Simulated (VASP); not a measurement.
Method: revPBE GGA, VASP's PBE PAW potentials (set 64) (plane waves; VASP).

VASP ran on this input.

**INCAR**
```
# general
SYSTEM =TiC
PREC   =Accurate
ENCUT  =520   # plane-wave cut-off (eV)
LREAL  =F   # projection in real space or not
LASPH  =T

# electronic loop
EDIFF  =1E-6
NELM   =100
ALGO   =Normal
LMAXMIX=4

# smearing
ISMEAR =1
SIGMA  =0.1   # width (eV)

# functional
GGA    =RE   # revPBE

# ions
IBRION =2   # conjugate gradients
NSW    =60   # most ionic steps
ISIF   =3
EDIFFG =-0.01

# output
LWAVE  =F
LCHARG =F
```

### KPOINTS
```
Automatic mesh
0
Gamma
13 13 13
0 0 0
```

### POSCAR
```
TiC
1
    0.0000000000     2.1650000000     2.1650000000
    2.1650000000     0.0000000000     2.1650000000
    2.1650000000     2.1650000000     0.0000000000
Ti C
1 1
Direct
  0.0000000000   0.0000000000   0.0000000000
  0.5000000000   0.5000000000   0.5000000000
```

POTCAR, in this order: Ti_sv C (PBE.64 set). Program: vasp_std.

What VASP printed:

OSZICAR:
```
       N       E                     dE             d eps       ncg     rms          rms(c)
DAV:   1     0.116163971210E+03    0.11616E+03   -0.84956E+03  2016   0.160E+03
DAV:   2    -0.135504777945E+02   -0.12971E+03   -0.12360E+03  2116   0.376E+02
DAV:   3    -0.230233299332E+02   -0.94729E+01   -0.90598E+01  2652   0.969E+01
DAV:   4    -0.234731699251E+02   -0.44984E+00   -0.44937E+00  2688   0.200E+01
DAV:   5    -0.234843487570E+02   -0.11179E-01   -0.11178E-01  2716   0.291E+00    0.186E+01
DAV:   6    -0.185715294630E+02    0.49128E+01   -0.31193E+01  2408   0.698E+01    0.704E+00
DAV:   7    -0.179956588344E+02    0.57587E+00   -0.45487E+00  2436   0.275E+01    0.485E+00
DAV:   8    -0.179629639389E+02    0.32695E-01   -0.15072E-01  2156   0.535E+00    0.279E+00
DAV:   9    -0.179685116891E+02   -0.55478E-02   -0.13053E-01  2328   0.459E+00    0.807E-01
DAV:  10    -0.179653858109E+02    0.31259E-02   -0.16073E-02  2896   0.182E+00    0.545E-01
DAV:  11    -0.179641680355E+02    0.12178E-02   -0.57160E-03  2192   0.116E+00    0.106E-01
DAV:  12    -0.179641584810E+02    0.95545E-05   -0.40295E-04  2224   0.278E-01    0.336E-02
DAV:  13    -0.179641466336E+02    0.11847E-04   -0.33507E-05  2892   0.917E-02    0.120E-02
DAV:  14    -0.179641459998E+02    0.63382E-06   -0.24128E-06  2120   0.149E-02
   1 F= -.17964146E+02 E0= -.17964089E+02  d E =-.179641E+02
       N       E                     dE             d eps       ncg     rms          rms(c)
DAV:   1    -0.182068506026E+02   -0.24270E+00   -0.53153E+00  2044   0.379E+01    0.493E+00
DAV:   2    -0.180246212859E+02    0.18223E+00   -0.15048E+00  2336   0.181E+01    0.173E+00
DAV:   3    -0.179556951491E+02    0.68926E-01   -0.24559E-01  2312   0.567E+00    0.563E-01
DAV:   4    -0.179564072503E+02   -0.71210E-03   -0.55714E-02  2084   0.233E+00    0.282E-01
DAV:   5    -0.179606988773E+02   -0.42916E-02   -0.59344E-03  2680   0.623E-01    0.152E-01
DAV:   6    -0.179619492466E+02   -0.12504E-02   -0.26030E-03  2900   0.291E-01    0.915E-02
DAV:   7    -0.179621138953E+02   -0.16465E-03   -0.79737E-04  2464   0.235E-01    0.674E-02
DAV:   8    -0.179621198611E+02   -0.59657E-05   -0.18630E-04  2084   0.142E-01    0.108E-02
DAV:   9    -0.179621233072E+02   -0.34461E-05   -0.81087E-06  2488   0.264E-02    0.663E-03
DAV:  10    -0.179621224582E+02    0.84893E-06   -0.31259E-06  2020   0.109E-02
   2 F= -.17962122E+02 E0= -.17962069E+02  d E =0.202354E-02
       N       E                     dE             d eps       ncg     rms          rms(c)
DAV:   1    -0.180390144249E+02   -0.76891E-01   -0.15894E+00  2040   0.203E+01    0.258E+00
DAV:   2    -0.179801564947E+02    0.58858E-01   -0.33309E-01  2256   0.899E+00    0.800E-01
DAV:   3    -0.179670529356E+02    0.13104E-01   -0.53050E-02  2292   0.256E+00    0.332E-01
DAV:   4    -0.179667104638E+02    0.34247E-03   -0.18468E-02  2132   0.146E+00    0.172E-01
DAV:   5    -0.179677697831E+02   -0.10593E-02   -0.14727E-03  2420   0.435E-01    0.599E-02
DAV:   6    -0.179682444096E+02   -0.47463E-03   -0.11105E-03  2832   0.169E-01    0.552E-02
DAV:   7    -0.179683208033E+02   -0.76394E-04   -0.88753E-05  2424   0.892E-02    0.116E-02
DAV:   8    -0.179683297873E+02   -0.89840E-05   -0.22921E-05  2744   0.338E-02    0.213E-03
DAV:   9    -0.179683296090E+02    0.17829E-06   -0.90640E-07  1476   0.637E-03
   3 F= -.17968330E+02 E0= -.17968276E+02  d E =-.418361E-02
```

File OUTCAR:
```
------------------------ aborting loop because EDIFF is reached ----------------------------------------
  FORCE on cell =-STRESS in cart. coord.  units (eV):
  Direction    XX          YY          ZZ          XY          YZ          ZX
  --------------------------------------------------------------------------------------
  Total       -0.0050343     -0.0050343     -0.0050343     -0.0000000     -0.0000000      0.0000000
  in kB       -0.3909506     -0.3909506     -0.3909506     -0.0000000     -0.0000000      0.0000000
  external PRESSURE =      -0.3909506 kB  Pullay stress =       0.0000000 kB
  volume of cell :       20.63
      direct lattice vectors                 reciprocal lattice vectors
    -0.000000000  2.176863447  2.176863447    -0.229688270  0.229688270  0.229688270
     2.176863447  0.000000000  2.176863447     0.229688270 -0.229688270  0.229688270
     2.176863447  2.176863447 -0.000000000     0.229688270  0.229688270 -0.229688270
 POSITION                                       TOTAL-FORCE (eV/Angst)
 -----------------------------------------------------------------------------------
      0.00000      0.00000     -0.00000         0.000000      0.000000     -0.000000
      2.17686      2.17686      2.17686        -0.000000     -0.000000      0.000000
 -----------------------------------------------------------------------------------
    total drift:                                0.000000     -0.000000     -0.000000
  FREE ENERGIE OF THE ION-ELECTRON SYSTEM (eV)
  ---------------------------------------------------
  free  energy   TOTEN  =       -17.9683296090 eV

  energy  without entropy=      -17.9681674368  energy(sigma->0) =      -17.96827555

 reached required accuracy - stopping structural energy minimisation
```
(Selected blocks of OUTCAR.)

**CONTCAR**
```
TiC
   1.00000000000000
    -0.0000000000000000    2.1768634468925145    2.1768634468925145
     2.1768634468925145    0.0000000000000000    2.1768634468925145
     2.1768634468925145    2.1768634468925145   -0.0000000000000000
  Ti              C
     1     1
Direct
     0.0000000000000000    0.0000000000000000    0.0000000000000000
     0.5000000000000000    0.5000000000000000    0.5000000000000000
```

The compound is TiC in the rock salt structure. This run relaxes it. Symmetry was kept, so distortions that lower it aren't found.
